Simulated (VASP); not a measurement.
Method: PBE GGA + U (Dudarev), VASP's PBE PAW potentials (set 64) (plane waves; VASP).

VASP ran on this input.

### POSCAR
```
WC
1
    1.4841000000    -2.5705370000     0.0000000000
    1.4841000000     2.5705370000     0.0000000000
    0.0000000000     0.0000000000     2.8968000000
W C
1 1
Direct
  0.0000000000   0.0000000000   0.0000000000
  0.3333330000   0.6666670000   0.5000000000
```

KPOINTS:
```
Automatic
0
Gamma
  13 13 11
0 0 0
```

### INCAR
```
# general
SYSTEM   =WC
PREC     =Accurate
ENCUT    =520
LREAL    =.FALSE.   # projection in real space or not
LASPH    =.TRUE.

# electronic loop
EDIFF    =1E-6   # SCF stop (eV)
NELM     =100
ALGO     =Normal
LMAXMIX  =6

# smearing
ISMEAR   =1   # Methfessel-Paxton
SIGMA    =0.1   # width (eV)

# functional
GGA      =PE

# DFT+U
LDAU     =.TRUE.
LDAUTYPE =2
LDAUL    =2 -1
LDAUU    =8.0 0
LDAUJ    =0 0
LDAUPRINT=1

# ions
ISIF     =2   # forces and stress, cell fixed

# output
LWAVE    =.FALSE.
LCHARG   =.FALSE.
LORBIT   =10
```

POTCAR, in this order: W_sv C (PBE.64 set). Program: vasp_std.

Output of the run:

File OSZICAR:
```
       N       E                     dE             d eps       ncg     rms          rms(c)
DAV:   1     0.119328443248E+03    0.11933E+03   -0.98272E+03  3276   0.152E+03
DAV:   2    -0.132336934099E+02   -0.13256E+03   -0.12883E+03  3731   0.380E+02
DAV:   3    -0.175242962441E+02   -0.42906E+01   -0.42605E+01  4089   0.630E+01
DAV:   4    -0.175679536020E+02   -0.43657E-01   -0.43641E-01  3626   0.673E+00
DAV:   5    -0.175683577067E+02   -0.40410E-03   -0.40402E-03  3941   0.657E-01    0.277E+01
DAV:   6    -0.137425816981E+02    0.38258E+01   -0.12464E+01  3821   0.352E+01    0.623E+00
DAV:   7    -0.136894440520E+02    0.53138E-01   -0.42955E-01  3481   0.540E+00    0.371E+00
DAV:   8    -0.136535915721E+02    0.35852E-01   -0.12960E-01  3686   0.290E+00    0.768E-01
DAV:   9    -0.136513025311E+02    0.22890E-02   -0.14769E-02  3582   0.767E-01    0.215E-01
DAV:  10    -0.136510095595E+02    0.29297E-03   -0.20340E-03  3511   0.411E-01    0.678E-02
DAV:  11    -0.136510030954E+02    0.64641E-05   -0.12115E-04  3727   0.960E-02    0.135E-02
DAV:  12    -0.136510078446E+02   -0.47492E-05   -0.18599E-05  3596   0.334E-02    0.302E-03
DAV:  13    -0.136510085628E+02   -0.71820E-06   -0.85084E-07  1811   0.762E-03
   1 F= -.13651009E+02 E0= -.13651105E+02  d E =0.288121E-03
```

**OUTCAR**
```
------------------------ aborting loop because EDIFF is reached ----------------------------------------
  FORCE on cell =-STRESS in cart. coord.  units (eV):
  Direction    XX          YY          ZZ          XY          YZ          ZX
  --------------------------------------------------------------------------------------
  Total        0.1396617      0.1396617     -0.1152695      0.0000000      0.0000000     -0.0000000
  in kB       10.1240053     10.1240084     -8.3558278      0.0000000      0.0000000     -0.0000000
  external PRESSURE =       3.9640619 kB  Pullay stress =       0.0000000 kB
  volume of cell :       22.10
      direct lattice vectors                 reciprocal lattice vectors
     1.484100000 -2.570537000  0.000000000     0.336904521 -0.194511886  0.000000000
     1.484100000  2.570537000  0.000000000     0.336904521  0.194511886  0.000000000
     0.000000000  0.000000000  2.896800000     0.000000000  0.000000000  0.345208506
 POSITION                                       TOTAL-FORCE (eV/Angst)
 -----------------------------------------------------------------------------------
      0.00000      0.00000      0.00000         0.000000     -0.000000      0.000000
      1.48410      0.85685      1.44840        -0.000000      0.000000      0.000000
 -----------------------------------------------------------------------------------
    total drift:                               -0.000000     -0.000406      0.000000
  FREE ENERGIE OF THE ION-ELECTRON SYSTEM (eV)
  ---------------------------------------------------
  free  energy   TOTEN  =       -13.6510085628 eV

  energy  without entropy=      -13.6512966834  energy(sigma->0) =      -13.65110460

 total charge

# of ion       s       p       d       tot
------------------------------------------
    1        2.359   6.414   3.064  11.836
    2        0.848   1.569   0.000   2.417
--------------------------------------------------
tot          3.207   7.982   3.064  14.252
```
(Selected blocks of OUTCAR.)

The compound is WC in the wc structure. The cell was not relaxed at this level. The run is one of a series of settings (LDAU = .TRUE., LDAUJ = 0 0, LDAUL = 2 -1, LDAUTYPE = 2, LDAUU = 8.0 0 against the base run), some of them coarse on purpose.
